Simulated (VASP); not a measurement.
# Al5Sn (P6/mmm) in VASP: a series of runs

One crystal, Al5Sn, is run at these levels: PBE; tasks: relaxation of cell and atoms, single point.

Program: VASP 6.6.1. These are calculated values, not measurements. Logs are shortened: lines on timing, memory, paths and dates and some standing lists are left out, and cuts for length are marked.

### 1 The crystal as given

Symmetry: P6/mmm, No. 191, hexagonal system. Conventional cell: a = 5.501 Å, b = 5.501 Å, c = 4.543 Å, α = 90.00°, β = 90.00°, γ = 120.00°. Around Al (site symmetry mmm) lie 8 Al at 2.75 to 2.77 Å. Al (site symmetry -6m2) is surrounded by 9 Al at 2.77 to 3.18 Å and 3 Sn at 3.18 Å. Sn (site symmetry 6/mmm) has 18 Al at 3.18 to 3.57 Å as nearest neighbours.

The cell was built by a generator and needn't be a form met in nature.

### 2 Relaxation of cell and atoms, PBE (species swapped into the CeFe5 type (P6/mmm, No. 191))

File INCAR:

```
SYSTEM = Al5Sn
PREC     = Accurate       ! precision mode
ENCUT    = 600            ! plane-wave cutoff, eV
EDIFF    = 1E-6           ! SCF threshold, eV
ISMEAR   = 0              ! smearing method
SIGMA    = 0.1            ! smearing width, eV
LREAL    = .FALSE.        ! projectors in reciprocal space
LASPH    = .TRUE.         ! aspherical terms in the spheres
NELM     = 100            ! most SCF steps
ALGO     = Normal         ! electronic algorithm
ISIF     = 3              ! what is computed and relaxed
LWAVE    = .FALSE.        ! write WAVECAR
LCHARG   = .FALSE.        ! write CHGCAR
GGA      = PE             ! functional
IBRION   = 2              ! ionic algorithm
NSW      = 90             ! ionic steps
EDIFFG   = -0.04          ! ionic threshold
```

File KPOINTS:

```
Automatic mesh
0
G
  6 6 4
  0 0 0
```

File POSCAR:

```
Al5Sn
1.0
    5.4142797500      0.0000000000      0.0000000000
   -2.7071398800      4.6889038100      0.0000000000
    0.0000000000      0.0000000000      4.3223878900
Al Sn
5 1
Direct
    0.0000000000      0.5000000000      0.5000000000
    0.3333333300      0.6666666700      0.0000000000
    0.6666666700      0.3333333300      0.0000000000
    0.5000000000      0.0000000000      0.5000000000
    0.5000000000      0.5000000000      0.5000000000
    0.0000000000      0.0000000000      0.0000000000
```

Potentials or basis: VASP PAW PBE potentials, release 64 (Al, Sn_d).

Launch:

```sh
$ cat potpaw_PBE.64/Al/POTCAR potpaw_PBE.64/Sn_d/POTCAR > POTCAR
$ mpirun -np 1 vasp_std > vasp.out
```

OUTCAR:

```text
SYSTEM = Al5Sn
   PREC = Accurate
   ENCUT = 600
   EDIFF = 1E-6
   ISMEAR = 0
   LREAL = .FALSE.
   LASPH = .TRUE.
   NELM = 100
   ISIF = 3
   GGA = PE
   IBRION = 2
   NSW = 90
   EDIFFG = -0.04

 ion  position               nearest neighbor table
   1  0.000  0.500  0.500-   2 2.67   3 2.67   2 2.67   3 2.67   5 2.71   5 2.71   4 2.71   4 2.71
                             6 3.46   6 3.46   6 3.46   6 3.46
   2  0.333  0.667  0.000-   1 2.67   1 2.67   4 2.67   4 2.67   5 2.67   5 2.67   3 3.13   6 3.13
                             3 3.13   6 3.13   6 3.13   3 3.13
   3  0.667  0.333  0.000-   1 2.67   1 2.67   4 2.67   4 2.67   5 2.67   5 2.67   2 3.13   6 3.13
                             2 3.13   6 3.13   6 3.13   2 3.13
   4  0.500  0.000  0.500-   2 2.67   3 2.67   2 2.67   3 2.67   1 2.71   1 2.71   5 2.71   5 2.71
                             6 3.46   6 3.46   6 3.46   6 3.46
   5  0.500  0.500  0.500-   2 2.67   3 2.67   2 2.67   3 2.67   1 2.71   1 2.71   4 2.71   4 2.71
                             6 3.46   6 3.46   6 3.46   6 3.46
   6  0.000  0.000  0.000-   2 3.13   3 3.13   3 3.13   2 3.13   3 3.13   2 3.13   4 3.46   4 3.46
                             4 3.46   4 3.46   5 3.46   5 3.46   5 3.46   5 3.46   1 3.46   1 3.46

  LATTYP: Found a hexagonal cell.
 ALAT       =     5.4142797500
 C/A-ratio  =     0.7983310966

  Lattice vectors:

 A1 = (   5.4142797500,   0.0000000000,   0.0000000000)
 A2 = (  -2.7071398800,   4.6889038100,   0.0000000000)
 A3 = (   0.0000000000,   0.0000000000,   4.3223878900)

Analysis of symmetry for initial positions (statically):
=====================================================================
 Subroutine PRICEL returns:
 Original cell was already a primitive cell.

 Routine SETGRP: Setting up the symmetry group for a
 hexagonal supercell.

 Subroutine GETGRP returns: Found 24 space group operations
 (whereof 24 operations were pure point group operations)
 out of a pool of 24 trial point group operations.

The static configuration has the point symmetry D_6h.

Analysis of symmetry for dynamics (positions and initial velocities):
=====================================================================
 Subroutine PRICEL returns:
 Original cell was already a primitive cell.

 Routine SETGRP: Setting up the symmetry group for a
 hexagonal supercell.

 Subroutine GETGRP returns: Found 24 space group operations
 (whereof 24 operations were pure point group operations)
 out of a pool of 24 trial point group operations.

The dynamic configuration has the point symmetry D_6h.

 Subroutine INISYM returns: Found 24 space group operations
 (whereof 24 operations are pure point group operations),
 and found     1 'primitive' translations

----------------------------------------------------------------------------------------

                                     Primitive cell

  volume of cell :     109.7326

  direct lattice vectors                    reciprocal lattice vectors
     5.414279750  0.000000000  0.000000000     0.184696773  0.106634732  0.000000000
[... 85 lines left out ...]
   LNONCOLLINEAR =      F non collinear calculations
   LSORBIT =      F    spin-orbit coupling
   LASPH  =      T    aspherical Exc in radial PAW
   ENCUT  =  600.0 eV  44.10 Ry    6.64 a.u.  10.81 10.81  8.63*2*pi/ulx,y,z
   NELM   =    100;   NELMIN=  2; NELMDL= -5     # of ELM steps
   EDIFF  = 0.1E-05   stopping-criterion for ELM
   LREAL  =      F    real-space projection
   EDIFFG = -.4E-01   stopping-criterion for IOM
   NSW    =     90    number of steps for IOM
   IBRION =      2    ionic relax: 0-MD 1-quasi-New 2-CG
   NFREE  =      1    steps in history (QN), initial steepest desc. (CG)
   ISIF   =      3    stress and relaxation
   ISYM   =      2    0-nonsym 1-usesym 2-fastsym
   POTIM  = 0.5000    time-step for ionic-motion
   TEBEG  =    0.0;   TEEND  =   0.0 temperature during run
   PSTRESS=    0.0 pullay stress
   NELECT =      29.0000    total number of electrons
   NUPDOWN=      -1.0000    fix difference up-down
   EMIN   =  10.00;   EMAX   =-10.00  energy-range for DOS
   EFERMI =   0.00;   METHOD = LEGACY
   ISMEAR =     0;   SIGMA  =   0.10  broadening in eV -4-tet -1-fermi 0-gaus
   EFERMI_NEDOS =   21; number of points for ismear=-14 and -15
   IALGO  =     38    algorithm
   IMIX   =      4    mixing-type and parameters
     AMIX     =   0.40;   BMIX     =  1.00
     AMIX_MAG =   1.60;   BMIX_MAG =  1.00
  volume/ion in A,a.u.               =      18.29       123.42
  Fermi-wavevector in a.u.,A,eV,Ry     =   1.050579  1.985307 15.016985  1.103717
  Thomas-Fermi vector in A             =   2.185588
   LORBIT       =      0    0 simple, 1 ext, 2 COOP (PROOUT), +10 PAW based schemes
   GGA     = PE    functional components
   LHFCALC =     F    Hartree Fock is set to
   AEXX    =    0.0000 exact exchange contribution
   IVDW    =     0    specifies the selected vdW correction
   LEPSILON=     F    determine dielectric tensor
   LRPA    =     F    only Hartree local field effects (RPA)
 conjugate gradient relaxation of ions
 non-spin polarized calculation
 Gauss-broadening in eV      SIGMA  =   0.10
  energy-cutoff  :      600.00
  volume of cell :      109.73
 maximum number of plane-waves:      3702
 NGX is ok and might be reduce to    48
   NGX = 21   NGY = 21   NGZ = 17

--------------------------------------- Ionic step        1  -------------------------------------------

 number of electron      29.0000003 magnetization

 Free energy of the ion-electron system (eV)
  ---------------------------------------------------
  ext. energy  EPLUGINS =         0.00000000
  ---------------------------------------------------
  free energy    TOTEN  =       -21.37451852 eV

  energy without entropy =      -21.35029533  energy(sigma->0) =      -21.36240693

 E-fermi :   7.9936     XC(G=0): -10.1963

 val. band max:        7.9782347334   @ k =   0.1667   0.1667   0.2500
 cond. band min:       8.0133544347   @ k =   0.3333   0.1667   0.2500
 fundamental gap:      0.0351197013
 Fermi energy:         7.9935566387

 k-point     1 :       0.0000    0.0000    0.0000
  band No.  band energies     occupation
      1     -13.5802      2.00000
      2     -13.5532      2.00000
      3     -13.5532      2.00000
      4     -13.5296      2.00000
      5     -13.5296      2.00000
      6      -3.2346      2.00000
[... 509 lines left out ...]
--------------------------------------- Ionic step        3  -------------------------------------------

 number of electron      28.9999995 magnetization

 Free energy of the ion-electron system (eV)
  ---------------------------------------------------
  ext. energy  EPLUGINS =         0.00000000
  ---------------------------------------------------
  free energy    TOTEN  =       -21.56410477 eV

  energy without entropy =      -21.54289779  energy(sigma->0) =      -21.55350128

 E-fermi :   7.0605     XC(G=0):  -9.8680

 val. band max:        7.0364770300   @ k =   0.3333   0.3333   0.5000
 cond. band min:       7.0716937774   @ k =   0.3333   0.0000   0.5000
 fundamental gap:      0.0352167475
 Fermi energy:         7.0604633633

 k-point     1 :       0.0000    0.0000    0.0000
  band No.  band energies     occupation
      1     -14.4841      2.00000
      2     -14.4591      2.00000
      3     -14.4591      2.00000
      4     -14.4267      2.00000
      5     -14.4267      2.00000
      6      -3.5528      2.00000
[... 463 lines left out ...]
  FREE ENERGIE OF THE ION-ELECTRON SYSTEM (eV)
  ---------------------------------------------------
  free  energy   TOTEN  =       -21.5641047680 eV

  energy  without entropy=      -21.5428977920  energy(sigma->0) =      -21.55350128

 reached required accuracy - stopping structural energy minimisation
```

OSZICAR:

```text
N       E                     dE             d eps       ncg     rms          rms(c)
DAV:   1     0.168943599252E+03    0.16894E+03   -0.13319E+04   756   0.176E+03
DAV:   2    -0.355504917378E+01   -0.17250E+03   -0.16852E+03   772   0.392E+02
DAV:   3    -0.213366048383E+02   -0.17782E+02   -0.16754E+02   980   0.104E+02
[... 24 lines left out ...]
DAV:   3    -0.215647425019E+02    0.11861E-01   -0.39828E-02   938   0.269E+00    0.931E-02
DAV:   4    -0.215641918081E+02    0.55069E-03   -0.12601E-03   878   0.354E-01    0.494E-02
DAV:   5    -0.215641127475E+02    0.79061E-04   -0.13981E-04   988   0.953E-02    0.126E-02
DAV:   6    -0.215641043081E+02    0.84393E-05   -0.42611E-05   906   0.886E-02    0.707E-03
DAV:   7    -0.215641047680E+02   -0.45981E-06   -0.23362E-06   606   0.127E-02
   3 F= -.21564105E+02 E0= -.21553501E+02  d E =-.189586E+00
```

CONTCAR:

```text
Al5Sn
   1.00000000000000
     5.5553850701643421   -0.0000000001504673   -0.0000000000000000
    -2.7776925403427883    4.8111046022050408   -0.0000000000000000
     0.0000000000000000   -0.0000000000000000    4.4726061915548279
  Al              Sn
     5     1
Direct
     0.0000000000000000    0.5000000000000000    0.5000000000000000
     0.3333333300000021    0.6666666699999979    0.0000000000000000
     0.6666666699999979    0.3333333300000021    1.0000000000000000
     0.5000000000000000    1.0000000000000000    0.5000000000000000
     0.5000000000000000    0.5000000000000000    0.5000000000000000
     0.0000000000000000    1.0000000000000000    1.0000000000000000

  0.00000000E+00  0.00000000E+00  0.00000000E+00
  0.00000000E+00  0.00000000E+00  0.00000000E+00
  0.00000000E+00  0.00000000E+00  0.00000000E+00
  0.00000000E+00  0.00000000E+00  0.00000000E+00
  0.00000000E+00  0.00000000E+00  0.00000000E+00
  0.00000000E+00  0.00000000E+00  0.00000000E+00
```

It took 49 s on 1 thread of Intel Xeon 6975P-C (Granite Rapids), shared host; peak memory 0.31 GiB.

What came out:

```
Free energy                            : -21.5641 eV
Relaxed volume                         : 19.92 Å³/atom
Relaxed cell                           : a = 5.555 Å, b = 5.555 Å, c = 4.473 Å, α = 90.00°, β = 90.00°, γ = 120.00°
Space group after relaxing (to 0.05 Å) : P6/mmm (No. 191)
Energy gained by relaxing              : 31.6 meV/atom
Ionic steps                            : 3
Pressure after relaxing                : 0.0 GPa
```

Step by step:
| step | energy change (eV) | largest force (eV/Å) | pressure (GPa) | volume (Å³) |
| --- | --- | --- | --- | --- |
| 1 | 0.0000 | 0.0000 | 6.55 | 109.73 |
| 2 | -0.1800 | 0.0000 | -1.21 | 122.03 |
| 3 | -0.1896 | 0.0000 | 0.01 | 119.54 |

Final structure:
```cif
data_structure
_symmetry_space_group_name_H-M 'P 1'
_symmetry_Int_Tables_number 1
_cell_length_a 5.5554
_cell_length_b 5.5554
_cell_length_c 4.4726
_cell_angle_alpha 90.000
_cell_angle_beta 90.000
_cell_angle_gamma 120.000
_cell_volume 119.54
loop_
_atom_site_label
_atom_site_type_symbol
_atom_site_fract_x
_atom_site_fract_y
_atom_site_fract_z
_atom_site_occupancy
Al1 Al 0.00000 0.50000 0.50000 1
Al2 Al 0.33333 0.66667 0.00000 1
Al3 Al 0.66667 0.33333 0.00000 1
Al4 Al 0.50000 0.00000 0.50000 1
Al5 Al 0.50000 0.50000 0.50000 1
Sn1 Sn 0.00000 0.00000 0.00000 1
```

Caveat: the k mesh is coarse (spacing up to 0.36 Å⁻¹), so the values aren't converged; the bands computed are all filled at some k points, so no gap is given.

### 3 Single point, PBE

File INCAR:

```
PREC     = Accurate       # precision mode
ENCUT    = 520            # plane-wave cutoff, eV
EDIFF    = 1E-7           # SCF threshold, eV
ISMEAR   = 0              # smearing method
SIGMA    = 0.1            # smearing width, eV
LREAL    = F              # projectors in reciprocal space
LASPH    = T              # aspherical terms in the spheres
NELM     = 100            # most SCF steps
ALGO     = Fast           # electronic algorithm
ISIF     = 2              # what is computed and relaxed
LWAVE    = F              # write WAVECAR
LCHARG   = F              # write CHGCAR
GGA      = PE             # functional
NBANDS   = 24             # bands
```

File KPOINTS:

```
regular mesh
0
Gamma
  9 9 8
```

File POSCAR:

```
Al5Sn
1.0
    5.5010823460      0.0000000000      0.0000000000
   -2.7505411730      4.7640770599      0.0000000000
    0.0000000000      0.0000000000      4.5431518872
Al Sn
5 1
Direct
    0.0000000000      0.5000000000      0.5000000000
    0.3333333333      0.6666666667      0.0000000000
    0.6666666667      0.3333333333      0.0000000000
    0.5000000000      0.0000000000      0.5000000000
    0.5000000000      0.5000000000      0.5000000000
    0.0000000000      0.0000000000      0.0000000000
```

Potentials or basis: VASP PAW PBE potentials, release 64 (Al, Sn_d).

Launch:

```sh
$ cat potpaw_PBE.64/Al/POTCAR potpaw_PBE.64/Sn_d/POTCAR > POTCAR
$ mpirun -np 1 vasp_std > vasp.out
```

Run time: 93 s. Hardware: 1 thread of Intel Xeon 6975P-C (Granite Rapids), shared host; peak memory 0.33 GiB.

The run converged. Its results:

| Item | Value |
| --- | --- |
| Free energy | -21.5522 eV |
| Pressure | 0.0 GPa |
| Band gap on the k mesh | none (metal or under the smearing width) |

Levels at points of the mesh, in eV from the Fermi level:
| k point | band 10 | band 11 | band 12 | band 13 | band 14 | band 15 | band 16 | band 17 | band 18 | band 19 |
| --- | --- | --- | --- | --- | --- | --- | --- | --- | --- | --- |
| (0.00, 0.00, 0.00) | -3.89 | -3.68 | -3.33 | -3.33 | -2.08 | 0.98 | 2.23 | 2.23 | 2.61 | 2.62 |
| (0.00, 0.00, 0.50) | -2.65 | -2.24 | -2.24 | -2.14 | -2.14 | -1.95 | -1.95 | -1.09 | -1.09 | -0.54 |

### 4 Single point, PBE (species swapped into the CeFe5 type (P6/mmm, No. 191))

File INCAR:

```
SYSTEM = Al5Sn
ALGO = Fast
EDIFF = 1E-6
ENCUT = 520
GGA = PE
ISIF = 2
ISMEAR = 0
LASPH = .TRUE.
LCHARG = .FALSE.
LREAL = .FALSE.
LWAVE = .FALSE.
NBANDS = 24
NELM = 100
PREC = Accurate
SIGMA = 0.1
```

File KPOINTS:

```
k-points
0
G
  9 9 8
  0 0 0
```

POSCAR is that of step 3.

Launch:

```sh
$ cat potpaw_PBE.64/Al/POTCAR potpaw_PBE.64/Sn_d/POTCAR > POTCAR
$ mpirun -np 1 vasp_std > vasp.out
```

It took 3.7 min on 1 thread of Intel Xeon Platinum 8559C (Emerald Rapids), shared host; peak memory 0.32 GiB.

Results (log left out):

* Free energy: -21.5522 eV
* Pressure: -0.1 GPa
* Band gap on the k mesh: none (metal or under the smearing width)

Levels at points of the mesh, in eV from the Fermi level:
| k point | band 11 | band 12 | band 13 | band 14 | band 15 | band 16 | band 17 | band 18 |
| --- | --- | --- | --- | --- | --- | --- | --- | --- |
| (0.00, 0.00, 0.00) | -3.68 | -3.33 | -3.33 | -2.08 | 0.98 | 2.23 | 2.23 | 2.61 |
| (0.00, 0.00, 0.50) | -2.24 | -2.24 | -2.14 | -2.14 | -1.95 | -1.95 | -1.09 | -1.09 |

### 5 Overview

```tsv
task	cell	k mesh	cutoff (eV)	mesh quality	gap on the mesh (eV)	pressure (GPa)
relaxation of cell and atoms	relaxed from: species swapped into the CeFe5 type (P6/mmm, No. 191)	6 × 6 × 4	600	coarse	-	0.0
single point	as given	9 × 9 × 8	520	not flagged	none	0.0
single point	species swapped into the CeFe5 type (P6/mmm, No. 191)	9 × 9 × 8	520	not flagged	none	-0.1
```

Alike in all rows: level PBE; potentials or basis VASP PAW PBE potentials, release 64 (Al, Sn_d); no spin polarisation; smearing gaussian 0.1 eV.

Caveats: some runs use coarse meshes; the bands computed are all filled at some k points, so no gap is given (some runs).

Total energies depend on the potentials used, so only differences within one code and one set of settings carry meaning.
